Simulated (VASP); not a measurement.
Crystal: EuMo.

```
CELL_PARAMETERS angstrom
3.53145 0.00000 0.00000
0.00000 3.53145 0.00000
0.00000 0.00000 3.53145
ATOMIC_POSITIONS crystal
Eu 0.50000 0.50000 0.50000
Mo 0.00000 0.00000 0.00000
```

The cell was built by a generator and needn't be a form met in nature.

* Program: VASP 6.6.1
* Task: relaxation of cell and atoms
* Functional: LDA
* Potentials or basis: VASP PAW PBE potentials, release 64 (Eu, Mo_sv)
* Cutoff: 600 eV
* k mesh: 6 × 6 × 6
* Occupations: fermi-dirac, width 0.05 eV
* Spin: collinear spin, ferromagnetic start
* Starting moments: [7.0, 1.0] μB

At the start: pressure -8.9 GPa; volume 22.02 Å³/atom.

Q: Where does the relaxation end?

A: Over 3 steps the energy falls by 77.4 meV/atom and the volume is 19.54 Å³/atom (-11.3 %); space group Pm-3m (No. 221, to 0.05 Å); moment 6.14 μB per cell.

The path:
```csv
step,energy change (eV),largest force (eV/Å),pressure (GPa),volume (Å³)
1,0.0000,0.0000,-8.91,44.04
2,-0.1053,0.0000,7.03,36.69
3,-0.1548,0.0000,0.00,39.08
```

Final structure:
```
Eu Mo
1.0
     3.39352    0.00000    0.00000
     0.00000    3.39352    0.00000
     0.00000    0.00000    3.39352
Eu Mo
1 1
Cartesian
  1.6968 1.6968 1.6968
  0.0000 0.0000 0.0000
```

Caveat: the PAW data sets were made with another functional, which shifts forces and pressure a little; without U or exact exchange the open f shell lies at the Fermi level, which spoils levels, moments and volumes.
